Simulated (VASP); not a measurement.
Crystal: ZnIr2O4.

```
Zn Ir O
1.0
     0.00000    4.31457    4.31457
     4.31457    0.00000    4.31457
     4.31457    4.31457    0.00000
Zn Ir O
2 4 8
Direct
  0.75000 0.75000 0.75000
  0.50000 0.50000 0.50000
  0.12500 0.12500 0.62500
  0.12500 0.62500 0.12500
  0.62500 0.12500 0.12500
  0.12500 0.12500 0.12500
  0.36396 0.36396 0.90811
  0.36396 0.90811 0.36396
  0.90811 0.36396 0.36396
  0.36396 0.36396 0.36396
  0.88604 0.88604 0.34189
  0.88604 0.34189 0.88604
  0.34189 0.88604 0.88604
  0.88604 0.88604 0.88604
```

The cell comes from a database or a generator and needn't be the stable form of this composition.

Base run:

```yaml
Program: VASP 6.6.1
Functional: r2SCAN
Potentials_or_basis: VASP PAW PBE potentials, release 64 (Zn, Ir, O)
Cutoff: 520 eV
k_mesh: 6 × 6 × 6
Occupations: gaussian, width 0.03 eV
Spin: no spin polarisation
```

Its results: band gap on the k mesh 1.05 eV, indirect (least direct gap 1.19 eV); pressure 4.1 GPa; largest force 0.412 eV/Å.

Task: The run is repeated on the same cell with these changes: functional from r2SCAN to PBE. What comes out?

Result: Band gap on the k mesh 0.61 eV, indirect (least direct gap 0.69 eV); pressure 8.7 GPa; largest force 0.269 eV/Å.

r2SCAN gives the wider gap, since meta-GGAs in the generalised Kohn-Sham scheme recover part of the derivative discontinuity.

Caveats: spin-orbit coupling is left out, which moves the levels of the heavy elements; the PAW data sets were made with another functional, which shifts forces and pressure a little (some runs).
